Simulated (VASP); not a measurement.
Given:

```
SnSe
1.0
    5.10356     0.00000     0.00000
   -2.55178     4.41981     0.00000
    0.00000     0.00000     6.20971
Sn Se
2 2
Direct
  0.33333   0.66667   0.95765
  0.66667   0.33333   0.45765
  0.33333   0.66667   0.41735
  0.66667   0.33333   0.91735
```

Level of theory: PBE GGA, VASP's PBE PAW potentials (set 64) (plane waves; VASP). Settings: 400 eV cut-off, Gaussian smearing of 0.050 eV, potentials Sn_d Se.

Unless said otherwise, spin-orbit coupling is left out, though it shifts the bands of the heavy elements here.

### Question
Give the energies of bands 13 to 23 at the high-symmetry points, in eV from the valence-band maximum.

### Answer

```tsv
band	Γ	M	K	A	L	H
13	-6.40	-7.21	-7.09	-6.40	-7.56	-7.64
14	-5.26	-6.82	-7.09	-6.40	-7.56	-7.64
15	-4.45	-4.20	-4.63	-2.93	-3.45	-3.94
16	-3.50	-4.09	-3.75	-2.93	-3.45	-3.94
17	-3.50	-3.31	-3.75	-2.93	-2.40	-1.99
18	-2.28	-2.62	-3.00	-2.93	-2.40	-1.99
19	-2.28	-2.11	-0.51	-1.63	-0.84	0.00
20	-2.21	-0.79	-0.51	-1.63	-0.84	0.00
21	1.10	2.12	1.94	1.55	0.98	0.81
22	1.10	2.85	1.94	1.55	0.98	0.81
23	2.60	3.06	2.94	1.55	2.66	1.92
```

The gap is direct, 0.81 eV, from the valence maximum at H to the conduction minimum at H.

The structure was generated: SnSe was put into the wurtzite type (P6_3mc), which need not be its known phase. It was relaxed first, which changed the volume by +31 %.
